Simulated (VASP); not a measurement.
Consider the following.

```
MoSe2
1.0
    1.62503    -2.81463     0.00000
    1.62503     2.81463     0.00000
    0.00000     0.00000    12.76838
Mo Se
2 4
Cartesian
  1.62503   0.93821   3.19210
  1.62503  -0.93821   9.57629
  1.62503   0.93821  11.23792
  1.62503  -0.93821   4.85372
  1.62503  -0.93821   1.53047
  1.62503   0.93821   7.91466
```

All values below come from LDA (Ceperley-Alder, Perdew-Zunger), VASP's LDA PAW potentials (set 64) (plane waves; VASP). Settings: 520 eV cut-off, Gaussian smearing of 0.050 eV, potentials Mo_sv Se.

**Question.** What does the run give for the band gap (along the path) with the smallest direct gap where there is one?

**Answer.** 
- band gap (along the path): 0.72 eV
- smallest direct gap (along the path): 1.52 eV

Only differences to runs with the same potentials and settings are physical.

The compound is MoSe2 in the 2H layered structure. It was relaxed first.
